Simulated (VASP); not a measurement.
Method: revPBE GGA, VASP's PBE PAW potentials (set 64) (plane waves; VASP).

VASP ran on this input.

**INCAR**
```
SYSTEM=KCl
PREC=Accurate; ENCUT=300; LREAL=.False.
LASPH=.True.
EDIFF=1E-6; NELM=100; ALGO=Normal
ISMEAR=0; SIGMA=0.01
GGA=RE
ISIF=2
LWAVE=.False.; LCHARG=.False.
```

### KPOINTS
```
kpoints
0
Gamma
18 18 18
0 0 0
```

**POSCAR**
```
KCl
1
    0.0000000000     3.1622920000     3.1622920000
    3.1622920000     0.0000000000     3.1622920000
    3.1622920000     3.1622920000     0.0000000000
K Cl
1 1
Direct
  0.0000000000   0.0000000000   0.0000000000
  0.5000000000   0.5000000000   0.5000000000
```

POTCAR, in this order: K_sv Cl (PBE.64 set). Program: vasp_std.

The resulting files:

**OSZICAR**
```
       N       E                     dE             d eps       ncg     rms          rms(c)
DAV:   1     0.776427709127E+02    0.77643E+02   -0.53615E+03  4688   0.778E+02
DAV:   2    -0.261897778303E+01   -0.80262E+02   -0.75371E+02  6512   0.224E+02
DAV:   3    -0.661317633402E+01   -0.39942E+01   -0.39774E+01  6004   0.466E+01
DAV:   4    -0.673944505273E+01   -0.12627E+00   -0.12617E+00  7764   0.787E+00
DAV:   5    -0.674050347012E+01   -0.10584E-02   -0.10584E-02  6156   0.749E-01    0.336E+00
DAV:   6    -0.644401845908E+01    0.29649E+00   -0.56308E-01  5652   0.409E+00    0.279E+00
DAV:   7    -0.643894663246E+01    0.50718E-02   -0.16525E-01  5984   0.242E+00    0.161E+00
DAV:   8    -0.646290419586E+01   -0.23958E-01   -0.30288E-02  5704   0.142E+00    0.205E-01
DAV:   9    -0.646472038112E+01   -0.18162E-02   -0.19394E-03  6140   0.299E-01    0.127E-01
DAV:  10    -0.646623930378E+01   -0.15189E-02   -0.20780E-03  5212   0.330E-01    0.290E-02
DAV:  11    -0.646626060631E+01   -0.21303E-04   -0.48988E-05  6732   0.446E-02    0.121E-02
DAV:  12    -0.646627397626E+01   -0.13370E-04   -0.22960E-05  5644   0.346E-02    0.115E-02
DAV:  13    -0.646627309876E+01    0.87750E-06   -0.18462E-06  6204   0.969E-03
   1 F= -.64662731E+01 E0= -.64662731E+01  d E =-.653779E-17
```

File OUTCAR:
```
------------------------ aborting loop because EDIFF is reached ----------------------------------------
  FORCE on cell =-STRESS in cart. coord.  units (eV):
  Direction    XX          YY          ZZ          XY          YZ          ZX
  --------------------------------------------------------------------------------------
  Total        0.5907443      0.5907443      0.5907443      0.0000000      0.0000000      0.0000000
  in kB       14.9649141     14.9649141     14.9649141      0.0000000      0.0000000      0.0000000
  external PRESSURE =      14.9649141 kB  Pullay stress =       0.0000000 kB
  volume of cell :       63.25
      direct lattice vectors                 reciprocal lattice vectors
     0.000000000  3.162292000  3.162292000    -0.158113166  0.158113166  0.158113166
     3.162292000  0.000000000  3.162292000     0.158113166 -0.158113166  0.158113166
     3.162292000  3.162292000  0.000000000     0.158113166  0.158113166 -0.158113166
  FREE ENERGIE OF THE ION-ELECTRON SYSTEM (eV)
  ---------------------------------------------------
  free  energy   TOTEN  =        -6.4662730988 eV

  energy  without entropy=       -6.4662730988  energy(sigma->0) =       -6.46627310
```
(Selected blocks of OUTCAR.)

At this cut-off the stress carries a Pulay error, which pulls relaxed volumes low.

The structure comes from a computed database's KCl entry; how it stands against other phases isn't given here. The cell was not relaxed at this level. The run is one of a series of settings (KPOINTS 18×18×18 Γ-centred mesh against the base run), some of them coarse on purpose.
